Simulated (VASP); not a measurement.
A convergence study with VASP on InP (zinc blende): a few settings are varied, all else stays as given below, so the limit is that of these other settings.

```
CELL_PARAMETERS angstrom
      0.00000     2.93500     2.93500
      2.93500     0.00000     2.93500
      2.93500     2.93500     0.00000
ATOMIC_POSITIONS crystal
  In 0.00000 0.00000 0.00000
  P  0.25000 0.25000 0.25000
```

Level of theory: PBEsol GGA, VASP's PBE PAW potentials (set 64) (plane waves; VASP). The last row used: 550 eV cut-off, 15×15×15 Γ-centred mesh, second-order Methfessel-Paxton smearing of 0.40 eV, potentials In_d P.

```tsv
setting	E (eV/atom)	pressure (GPa)	irreducible k-points
ISMEAR = -1, SIGMA = 0.01, 4×4×4 mesh	-4.5193	0.47	8
ISMEAR = -1, SIGMA = 0.1, 4×4×4 mesh	___	___	8
ISMEAR = 0, SIGMA = 0.01, 4×4×4 mesh	-4.5193	0.47	8
ISMEAR = 0, SIGMA = 0.2, 4×4×4 mesh	___	___	8
ISMEAR = 1, SIGMA = 0.05, 4×4×4 mesh	-4.5193	0.47	8
ISMEAR = 1, SIGMA = 0.2, 4×4×4 mesh	-4.5191	0.47	8
ISMEAR = 2, SIGMA = 0.05, 4×4×4 mesh	-4.5193	0.47	8
ISMEAR = 2, SIGMA = 0.2, 4×4×4 mesh	-4.5191	0.47	8
ISMEAR = -1, SIGMA = 0.01, 9×9×9 mesh	-4.5780	0.28	35
ISMEAR = -1, SIGMA = 0.2, 9×9×9 mesh	-4.5773	0.32	35
ISMEAR = 0, SIGMA = 0.01, 9×9×9 mesh	-4.5780	0.28	35
ISMEAR = 0, SIGMA = 0.4, 9×9×9 mesh	-4.5778	0.30	35
ISMEAR = 1, SIGMA = 0.05, 9×9×9 mesh	-4.5780	0.28	35
ISMEAR = 1, SIGMA = 0.4, 9×9×9 mesh	-4.5779	0.27	35
ISMEAR = 2, SIGMA = 0.05, 9×9×9 mesh	-4.5780	0.28	35
ISMEAR = 2, SIGMA = 0.4, 9×9×9 mesh	-4.5778	0.28	35
ISMEAR = -1, SIGMA = 0.05, 15×15×15 mesh	-4.5785	0.28	120
ISMEAR = -1, SIGMA = 0.2, 15×15×15 mesh	-4.5778	0.30	120
ISMEAR = 0, SIGMA = 0.1, 15×15×15 mesh	-4.5785	0.28	120
ISMEAR = 0, SIGMA = 0.4, 15×15×15 mesh	-4.5785	0.29	120
ISMEAR = 1, SIGMA = 0.1, 15×15×15 mesh	-4.5785	0.28	120
ISMEAR = 1, SIGMA = 0.4, 15×15×15 mesh	-4.5785	0.26	120
ISMEAR = 2, SIGMA = 0.1, 15×15×15 mesh	-4.5785	0.28	120
ISMEAR = 2, SIGMA = 0.4, 15×15×15 mesh	-4.5785	0.28	120
```

Problem. Some entries are withheld; supply them.

Solution. 
- ISMEAR = -1, SIGMA = 0.1, 4×4×4 mesh, E (eV/atom): -4.5190
- ISMEAR = -1, SIGMA = 0.1, 4×4×4 mesh, pressure (GPa): 0.52
- ISMEAR = 0, SIGMA = 0.2, 4×4×4 mesh, E (eV/atom): -4.5192
- ISMEAR = 0, SIGMA = 0.2, 4×4×4 mesh, pressure (GPa): 0.49

Left out are rungs that failed or repeat a setting and relaxations that didn't move; long series are thinned to 24 rows.

The compound is InP in the zinc blende structure. The cell was not relaxed at this level.
